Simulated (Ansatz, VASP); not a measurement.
# NiO in two plane-wave programs, part 2 of 3

One calculation is typed for both programs; each brings its own data sets and cutoff. How far apart do they land?

VASP 6.6.1 and Ansatz 0.2.0.

So far: The starting structure; VASP: single point, PBEsol, DFT+U.

## (3) Ansatz: single point, PBEsol, DFT+U

Level of this step: Ansatz beside VASP: Kohn-Sham DFT, plane waves, PBEsol, DFT+U (Ansatz).

Ansatz runs on its default PAW (the set named soft_2) files.

The same cell, functional, mesh and smearing now go to Ansatz, which takes its cutoff from its data sets.

The input, input.yaml:

```yaml
crystal:
  lattice:
    - [0.0, 2.0859016414, 2.0859016414]
    - [2.0859016414, 0.0, 2.0859016414]
    - [2.0859016414, 2.0859016414, 0.0]
  atoms:
    - { symbol: Ni, position: [0.0, 0.0, 0.0], spin: 1.0 }
    - { symbol: O, position: [0.5, 0.5, 0.5] }
hamiltonian:
  xc: pbesol
  pseudopotentials: { kind: paw }
  hubbard: { sites: [{ species: Ni, l: d, u_eff: 5.0 }] }
magnetization:
  spin_polarized: true
kpoints:
  mp_grid: { grid: [9, 9, 9] }
scf:
  occupations: { method: gaussian, width: 0.05 }
  n_extra_bands: 6
output:
  forces: true
  stress: true
  eigenvalues: true
  write_density: true
  write_potential: true
  elf: true
  volumetric_format: npy
```

Launch:

```bash
$ ansatz run input.yaml --threads 2 --pin off --max-ram 4608MiB --backend cpu --events-out ev --progress --plain --runs-dir out
```

Numbers of over 12 decimals in the logs are rounded to 6 here.

The log of the run:

```text
Ni: projections on atomic orbitals take those of the free atom [Ne] 3s2 3p6 3d8 4s2, of charge +0.00 (hamiltonian.pseudopotentials.projection_atoms); the dataset's partial waves leave at most 1.6e-6 of an orbital's norm unspanned inside its sphere
O: projections on atomic orbitals take those of the free atom [He] 2s2 2p4, of charge +0.00 (hamiltonian.pseudopotentials.projection_atoms); the dataset's partial waves leave at most 1.9e-8 of an orbital's norm unspanned inside its sphere
scf.n_extra_bands = 6 over 12 filled bands (N_el = 24.0): the run solves 18 bands
Engine: ansatz 0.2.0, aarch64-unknown-linux-gnu
Pseudopotentials: kind: paw
Pseudopotential: Ni, paw, valence charge 18, recommended cutoff 420 eV (normal), Ni.paw.azcp
Pseudopotential: O, paw, valence charge 6, recommended cutoff 420 eV (normal), O.paw.azcp
Functional definition: PBEsol
  exchange = pbesol_x
  correlation = pbesol_c
Crystal: 2 atoms, lattice volume = 18.151 Å³
Basis set: ecut = 420 eV, 339 PW (Γ), exchange–correlation on 40×40×40 points (8 copies of the dense FFT grid, shifted against one another)
Bands: 18, of which v1, the nominal top of the filled ones, is band 12 counted from 1 (11 counted from 0)
Symmetry: 48 space group operations
Space group: Fm-3m (ITA 225), of the structure as read, at distance tolerance 2.6e-5 Å
Magnetic group: BNS 225.116 (UNI 1618), of the structure as read, at distance tolerance 2.6e-5 Å
k-points: 35 of 729
Non-local potential: Ni, projectors of the file, l = 0: 3, l = 1: 2, l = 2: 3, l = 3: 1
Non-local potential: O, projectors of the file, l = 0: 2, l = 1: 2, l = 2: 1
PAW form: soft (Blöchl's): semilocal exchange-correlation on the pseudo side does not see the compensation charge
PAW frozen core: Ni, regenerated for the run's functional, and the local potential with it (the file was generated under x = pbe(κ = 0.804, μ = 0.219515), c = pbe(β = 0.066725))
PAW frozen core: O, regenerated for the run's functional, and the local potential with it (the file was generated under x = pbe(κ = 0.804, μ = 0.219515), c = pbe(β = 0.066725))
PAW one-centre angular grid: Ni, 590 points (default); XC on 64 Gauss nodes
PAW one-centre angular grid: O, 110 points (default); XC on 64 Gauss nodes
Initial density: superposition of atomic densities (chi_scale 0.1, normalization cell, long waves kept (reshape's long-wave potential 0.00 eV rms))
Starting moments: Σ|m| = 1 μB on 1 of 2 sites
Initial wavefunctions: pseudopotential atomic-orbital guess
Functional: x = pbesol(κ = 0.804, μ = 0.123457), c = pbesol(β = 0.046)
SCF iter   1: F=—  HF=-6366.210985 eV  |F-HF|=—  |Δ(HF+E_count)|=         —  Δρ=3.28e-1 (↑1.73e-1 ↓3.28e-1)  dr2=3.52e1  dr2_m=1.20e0  M=0.329 μB ∫|m|=0.329 μB  β_m=0.30  ethr=3.10e-3  ⟨swp⟩=5.6  Hψ=5590  notcnv=0
preconditioner: auto → none  [metal: Δε(μ)=0.027 eV  Ē_g=18.039 eV  σ=0.050 eV  W_gap=0.30  n_scr=8 (ndim 8)  ℏωp=34.9 eV  f_vac=0.000  D(μ)=1.33/eV (n_scr^D=14)  sad-step TF]
SCF iter   2: F=—  HF=-6361.762637 eV  |F-HF|=—  |Δ(HF+E_count)|=    4.45e0  Δρ=6.41e-2 (↑3.76e-2 ↓6.41e-2)  dr2=3.38e-1  dr2_m=9.58e-2  M=0.918 μB ∫|m|=0.918 μB  β_m=1.00  ethr=3.10e-3  ⟨swp⟩=3.2  Hψ=3404  notcnv=0  defer=83
SCF iter   3: F=—  HF=-6361.819778 eV  |F-HF|=—  |Δ(HF+E_count)|=   5.71e-2  Δρ=4.02e-2 (↑3.16e-2 ↓4.02e-2)  dr2=1.56e-1  dr2_m=6.61e-2  M=1.092 μB ∫|m|=1.093 μB  β_m=1.00  ethr=1.41e-3  ⟨swp⟩=3.1  Hψ=2871  notcnv=0  defer=78
SCF iter   4: F=—  HF=-6362.028024 eV  |F-HF|=—  |Δ(HF+E_count)|=   2.08e-1  Δρ=3.38e-2 (↑3.17e-2 ↓3.38e-2)  dr2=6.42e-3  dr2_m=1.71e-1  M=1.391 μB ∫|m|=1.392 μB  β_m=1.00  ethr=6.52e-4  ⟨swp⟩=2.6  Hψ=2898  notcnv=0  defer=79
SCF iter   5: F=—  HF=-6362.319874 eV  |F-HF|=—  |Δ(HF+E_count)|=   2.92e-1  Δρ=6.15e-2 (↑3.06e-2 ↓6.15e-2)  dr2=2.80e-1  dr2_m=3.11e-1  M=1.803 μB ∫|m|=1.805 μB  β_m=1.00  ethr=2.67e-5  ⟨swp⟩=2.2  Hψ=2442  notcnv=0  defer=79
SCF iter   6: F=—  HF=-6362.725748 eV  |F-HF|=—  |Δ(HF+E_count)|=   4.06e-1  Δρ=6.67e-2 (↑3.47e-2 ↓6.67e-2)  dr2=1.59e0  dr2_m=5.97e-2  M=1.726 μB ∫|m|=1.728 μB  β_m=0.30  ethr=2.67e-5  ⟨swp⟩=3.6  Hψ=3272  notcnv=0  defer=85
SCF iter   7: F=—  HF=-6362.834642 eV  |F-HF|=—  |Δ(HF+E_count)|=   1.09e-1  Δρ=4.84e-2 (↑1.82e-2 ↓4.84e-2)  dr2=3.09e-1  dr2_m=1.35e-1  M=2.000 μB ∫|m|=2.004 μB  β_m=1.00  ethr=2.67e-5  ⟨swp⟩=3.0  Hψ=3291  notcnv=0  defer=85
SCF iter   8: F=—  HF=-6363.177162 eV  |F-HF|=—  |Δ(HF+E_count)|=   3.43e-1  Δρ=7.79e-2 (↑3.27e-2 ↓7.79e-2)  dr2=1.81e0  dr2_m=1.01e-1  M=1.886 μB ∫|m|=1.888 μB  β_m=0.30  ethr=2.67e-5  ⟨swp⟩=3.4  Hψ=3330  notcnv=0  defer=87
SCF iter   9: F=—  HF=-6363.088242 eV  |F-HF|=—  |Δ(HF+E_count)|=   8.89e-2  Δρ=2.00e-2 (↑5.99e-3 ↓2.00e-2)  dr2=7.22e-2  dr2_m=1.79e-2  M=2.000 μB ∫|m|=2.005 μB  β_m=1.00  ethr=2.67e-5  ⟨swp⟩=3.0  Hψ=3314  notcnv=0  defer=85
SCF iter  10: F=—  HF=-6363.180557 eV  |F-HF|=—  |Δ(HF+E_count)|=   9.23e-2  Δρ=8.99e-3 (↑4.91e-3 ↓8.99e-3)  dr2=3.05e-2  dr2_m=7.83e-4  M=2.000 μB ∫|m|=2.006 μB  β_m=1.00  ethr=2.67e-5  ⟨swp⟩=2.3  Hψ=2402  notcnv=0  defer=91
[...]
Mixer restart at iter 11: flushing history
spin-set hold released at iteration 11 (site moments contracting): the magnetisation degrees of freedom join the quasi-Newton model from the next iteration; the mixer history was flushed
SCF iter  12: F=—  HF=-6363.293187 eV  |F-HF|=—  |Δ(HF+E_count)|=   4.32e-2  Δρ=2.80e-3 (↑1.32e-3 ↓2.80e-3)  dr2=8.34e-4  dr2_m=6.05e-4  M=2.000 μB ∫|m|=2.007 μB  β_m=0.65  ethr=2.67e-7  ⟨swp⟩=2.0  Hψ=2528  notcnv=0  defer=91
SCF iter  13: F=—  HF=-6363.349996 eV  |F-HF|=—  |Δ(HF+E_count)|=   5.68e-2  Δρ=7.32e-3 (↑7.32e-3 ↓6.75e-3)  dr2=2.60e-2  dr2_m=3.88e-5  M=2.000 μB ∫|m|=2.007 μB  β_m=0.50  ethr=2.67e-7  ⟨swp⟩=3.6  Hψ=3299  notcnv=0  defer=91
SCF iter  14: F=—  HF=-6363.343969 eV  |F-HF|=—  |Δ(HF+E_count)|=   6.03e-3  Δρ=3.81e-3 (↑1.00e-3 ↓3.81e-3)  dr2=1.20e-3  dr2_m=9.46e-4  M=2.000 μB ∫|m|=2.008 μB  β_m=0.59  ethr=2.67e-7  ⟨swp⟩=3.2  Hψ=3352  notcnv=0  defer=92
SCF iter  15: F=—  HF=-6363.343966 eV  |F-HF|=—  |Δ(HF+E_count)|=   2.55e-6  Δρ=1.02e-3 (↑4.89e-4 ↓1.02e-3)  dr2=1.12e-4  dr2_m=7.45e-5  M=2.000 μB ∫|m|=2.008 μB  β_m=0.54  ethr=2.67e-7  ⟨swp⟩=2.0  Hψ=2079  notcnv=0  defer=92
SCF iter  16: F=—  HF=-6363.343956 eV  |F-HF|=—  |Δ(HF+E_count)|=   1.07e-5  Δρ=2.83e-4 (↑1.65e-4 ↓2.83e-4)  dr2=5.04e-6  dr2_m=6.80e-6  M=2.000 μB ∫|m|=2.008 μB  β_m=0.56  ethr=2.67e-7  ⟨swp⟩=2.0  Hψ=1709  notcnv=0  defer=92
SCF iter  17: F=—  HF=-6363.343957 eV  |F-HF|=—  |Δ(HF+E_count)|=   8.52e-7  Δρ=7.14e-5 (↑6.08e-5 ↓7.14e-5)  dr2=2.63e-8  dr2_m=7.18e-7  M=2.000 μB ∫|m|=2.008 μB  β_m=0.78  ethr=4.17e-10  ⟨swp⟩=11.2  Hψ=9225  notcnv=0
SCF iter  18: F=-6363.343957 eV  HF=-6363.343957 eV  |F-HF|=8.13e-10  |Δ(HF+E_count)|=   4.48e-7  Δρ=6.98e-6 (↑6.98e-6 ↓6.12e-6)  dr2=4.79e-9  dr2_m=5.98e-9  M=2.000 μB ∫|m|=2.008 μB  ethr=1.10e-10  ⟨swp⟩=8.9  Hψ=7796  notcnv=0
SCF 1 converged in 18 iterations: F = -6363.343957 eV  dr2 = 4.79e-9
  greatest PAW one-centre occupation: 1.002 electrons in one spin orbital (limit 2), on the Ni atom at site 0 (counted from 0), in its partial waves of l = 1
Symmetry: 8 space group operations
k-points: 105 of 729
Initial density: read from a saved state, or passed on in memory by an earlier SCF of this step, an earlier step, the calling program or the single point that the run made first
Starting moments: Σ|m| = 1 μB on 1 of 2 sites; this step starts from the density that it was given
Initial wavefunctions: those read from a saved state, or passed on in memory by an earlier step or the calling program
iter 1 solved again at ethr=2.00e-11 eV; its pass at ethr=4.17e-6 eV (dr2=4.79e-9 eV) is discarded
SCF iter   1: F=—  HF=-6363.343957 eV  |F-HF|=—  |Δ(HF+E_count)|=         —  Δρ=6.98e-6 (↑6.98e-6 ↓6.12e-6)  dr2=4.79e-9  dr2_m=5.98e-9  M=2.000 μB ∫|m|=2.008 μB  ethr=2.00e-11  ⟨swp⟩=1.0  Hψ=21967  notcnv=0
preconditioner: auto → none  [insulator: Δε(μ)=1.495 eV  Ē_g=17.743 eV  σ=0.050 eV  W_gap=1.00  n_scr=8 (ndim 8)  ℏωp=34.9 eV  f_vac=0.000  D(μ)=0.00/eV (n_scr^D=0)  ε∞_Penn≈4.9]
an SCF along what the orbitals of the run's state read of its open shells (or to have them read: on a GPU, or by another smearing), with 40 of the crystal's symmetry operations given up (105 k-points in place of 35), reached no lower state that the run goes on to. This is no proof of a minimum
SCF converged after 18 iterations
Magnetization: 2.0000 μB (13.0000 up, 11.0000 down)
Absolute magnetization: 2.0065 μB (∫|ρ↑−ρ↓|, with the PAW one-centre terms)
Spin contamination: 0.0017 ħ² per cell (⟨S²⟩ above its minimum at these occupations)
Per-site moments (μB) at R_I (Å): [(1.685446, 0.860434), (0.243462, 0.860434)]
Free energy (F): -6363.343957 eV
Harris-Foulkes:  -6363.343957 eV  (|F-HF|=8.13e-10)
Internal energy: -6363.343957 eV  (E = F + TS)
E sigma→0 (E₀):  -6363.343957 eV
Fermi energy:    14.466083 eV
--- Per-component energies (eV) ---
  E_band       = -351.702858
  E_kinetic    = 450.017285
  E_local      = -3980.622128  (includes V_loc(G=0)·N_el)
  E_nonlocal   = 691.544624
  E_hartree    = 1633.017910
  E_xc         = -154.718227
  E_vxc        = -199.415443  (∫ρ·V_xc dr)
  E_hubbard    = 0.705107  (on-site DFT+U / exact-exchange correction)
  E_vhub       = -19.304483  (the Hubbard potential's part of the band-sum identity)
  E_paw        = -1748.725355  (= ΣΔE_a)
  E_vpaw       = -559.965976  (= ΣTr[D̂ρ^β])
  E_aug_tail   = 0.003161  (compensation charges beyond the density's cutoff)
  E_ewald      = -3254.798910
  E_core_change = 0.232577  (= ΣΔE_core)
  E_smearing   = -0.000000  (= −TS)
  E_closure    = 0.000000  (closes the sum)
  Σ components = -6363.343957   (vs F -6363.343957, Δ=0.00e0)
--- Forces (eV/Å), atoms counted from 1 ---
  atom   1  Ni    -0.00000000    -0.00000000    -0.00000000
  atom   2  O      0.00000000    -0.00000000     0.00000000
  max |Σ_I F_I| component: 2.14e-29 eV/Å
--- Stress (GPa, compression-positive) ---
        3.108323      -0.000000       0.000000
       -0.000000       3.108323       0.000000
       -0.000000      -0.000000       3.108323
  P = ⅓ Tr σ = 3.1083 GPa (31.083 kbar)
--- Band table (eV; the first three rows and the last of 70) ---
  k-point 0 ↑: bands = [... 8 lower, 8.7159, 8.7159, 11.7540, 11.7540, 11.7540, 15.8519, 31.8753, 32.9528, ... 2 higher]
  k-point 1 ↑: bands = [... 8 lower, 8.7611, 8.7611, 11.1274, 12.0595, 12.0595, 16.7366, 29.5235, 32.4823, ... 2 higher]
  k-point 2 ↑: bands = [... 8 lower, 8.9438, 8.9438, 10.5147, 12.7099, 12.7099, 18.2923, 26.8829, 30.8541, ... 2 higher]
  k-point 34 ↓: bands = [... 8 lower, 10.7699, 11.2449, 11.4303, 16.0264, 16.6428, 23.2926, 24.9296, 25.3991, ... 2 higher]
Occupation matrices written to <dir>
```

It took 7.5 s on 2 threads of Arm Neoverse N1, shared host; peak memory 0.38 GiB.

Reading the cycles: dr2 is the Hartree energy of the density residual (eV), the measure of convergence; HF is the Harris–Foulkes estimate of the energy, which meets the free energy F at convergence.

The run ends at a pressure of 3.11 GPa.

## (4) Side by side

Known differences besides the potentials themselves: U acts on the PAW sphere in VASP and on atomic orbitals in Ansatz, so only states and trends compare; the data sets hold 24 valence electrons in Ansatz (default PAW (the set named soft_2) files) and 16 in VASP; the cutoff is 420 eV in Ansatz and 520 eV in VASP; Ansatz makes its cores anew for this functional, VASP keeps those of its PBE data sets; site moments are counted in spheres of each program's own size. Total energies have different zeros and are not compared.

Compared:

| quantity | Ansatz | VASP | difference |
| --- | --- | --- | --- |
| pressure (GPa) | 3.11 | -5.49 | +8.60 |
| pressure without Ansatz's Pulay correction (GPa) | 2.35 | -5.49 | +7.84 |
| gap on the k mesh (eV) | 1.495 | 1.696 | -0.201 |
| total moment (μB) | 2.00 | 2.00 | 0.00 |
| moment on Ni1 (μB) | 1.69 | 1.77 | -0.09 |
| moment on O2 (μB) | 0.24 | 0.21 | +0.03 |

A gap on the mesh is an upper bound, since the band edges may lie between its points. Ansatz's pressure holds a Pulay correction of 0.76 GPa; VASP's holds none.

[end of part 2 of 3]

[Lines on the potential files, build, host, timing and source positions are cut from VASP's logs without a mark.]

[Logs are printed without paths, hosts, clocks, repeated set-up lines and the standing remarks that a program may print on its own settings, such as how far it seeks lower states.]

[Hosts, paths, dates, database ids (printed as entryN), source tags and the programs' standing remarks are cut or masked in the printed files.]
